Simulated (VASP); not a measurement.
These are RPBE GGA, VASP's PBE PAW potentials (set 64) (plane waves; VASP) values and carry that method's errors.

Input for VASP

File KPOINTS:
```
kpoints
0
G
 14 14 14
```

**POSCAR**
```
NiAl
1.0
  2.9171499660   0.0000000000   0.0000000000
  0.0000000000   2.9171499660   0.0000000000
  0.0000000000   0.0000000000   2.9171499660
Al Ni
1 1
direct
  0.5000000000   0.5000000000   0.5000000000
  0.0000000000   0.0000000000   0.0000000000
```

INCAR:
```
SYSTEM = NiAl
PREC = Accurate; ENCUT = 520; LREAL = F
LASPH = T
EDIFF = 1E-7; NELM = 100; ALGO = Normal
LMAXMIX = 4
ISMEAR = -5
GGA = RP
ISIF = 2
LWAVE = F; LCHARG = T; LORBIT = 11
NEDOS = 601
```

POTCAR, in this order: Al Ni (PBE.64 set). Program: vasp_std.

Question: Estimate the energy per atom (σ→0), band gap (on the k-mesh).

Answer: 
energy per atom (σ→0): -4.875 eV/atom
band gap (on the k-mesh): none (metal, semimetal or under 0.01 eV)

OSZICAR:
```
...
DAV:   8    -0.976319105807E+01    0.42399E-02   -0.42120E-01  2990   0.818E+00    0.107E+00
DAV:   9    -0.975017961550E+01    0.13011E-01   -0.61898E-02  2806   0.407E+00    0.187E-01
DAV:  10    -0.974986537066E+01    0.31424E-03   -0.19396E-03  2926   0.707E-01    0.676E-02
DAV:  11    -0.974986004330E+01    0.53274E-05   -0.51201E-05  2910   0.748E-02    0.266E-02
DAV:  12    -0.974985751470E+01    0.25286E-05   -0.25020E-06  3340   0.269E-02    0.346E-03
DAV:  13    -0.974985683670E+01    0.67801E-06   -0.23459E-07  1568   0.673E-03    0.172E-03
DAV:  14    -0.974985685589E+01   -0.19196E-07   -0.57415E-08  1300   0.229E-03
   1 F= -.97498569E+01 E0= -.97498569E+01  d E =0.000000E+00
```

The compound is NiAl in the CsCl type structure. It was relaxed first. The run is not spin-polarised, so no magnetic state was tried. The electron count is odd and the run is not spin-polarised, which forces a metal.
